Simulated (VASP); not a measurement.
A run of VASP 6.6.1 is set up as follows.

INCAR

```
SYSTEM = SbW2
  PREC = Accurate
  ENCUT = 600
  EDIFF = 1E-6
  ISMEAR = -1
  SIGMA = 0.05
  LREAL = .False.
  LASPH = .True.
  NELM = 100
  ALGO = Fast
  ISIF = 3
  LWAVE = .False.
  LCHARG = .False.
  GGA = RE
  IBRION = 2
  NSW = 60
  EDIFFG = -0.02
```

Contents of KPOINTS:

```
regular mesh
0
Gamma
  7 7 7
  0 0 0
```

The input POSCAR:

```
SbW2
1.0
    0.0000000000      3.1330100000      3.1330100000
    3.1330100000      0.0000000000      3.1330100000
    3.1330100000      3.1330100000      0.0000000000
Sb W
1 2
Direct
    0.5000000000      0.5000000000      0.5000000000
    0.2500000000      0.2500000000      0.2500000000
    0.7500000000      0.7500000000      0.7500000000
```

Potentials or basis: VASP PAW PBE potentials, release 64 (Sb, W_sv).

The run is started by

```console
$ cat potpaw_PBE.64/Sb/POTCAR potpaw_PBE.64/W_sv/POTCAR > POTCAR
$ mpirun -np 1 vasp_std > vasp.out
```

**Question.** Estimate the relaxed volume.

**Answer.** 20.74 Å³/atom.

**Question.** Predict the relaxed cell.

**Answer.** a = 4.448 Å, b = 4.448 Å, c = 4.448 Å, α = 60.00°, β = 60.00°, γ = 60.00°.

**Question.** Estimate the space group after relaxing (to 0.05 Å).

**Answer.** Fm-3m (No. 225).

Final structure:
```
Sb W
1.0
     0.00000    3.14524    3.14524
     3.14524    0.00000    3.14524
     3.14524    3.14524    0.00000
Sb W
1 2
Cartesian
  3.1452 3.1452 3.1452
  1.5726 1.5726 1.5726
  4.7179 4.7179 4.7179
```

Caveat: the bands computed are all filled at some k points, so no gap is given; the PAW data sets were made with another functional, which shifts forces and pressure a little. Spin-orbit coupling is left out, which matters for the levels of Sb, W.
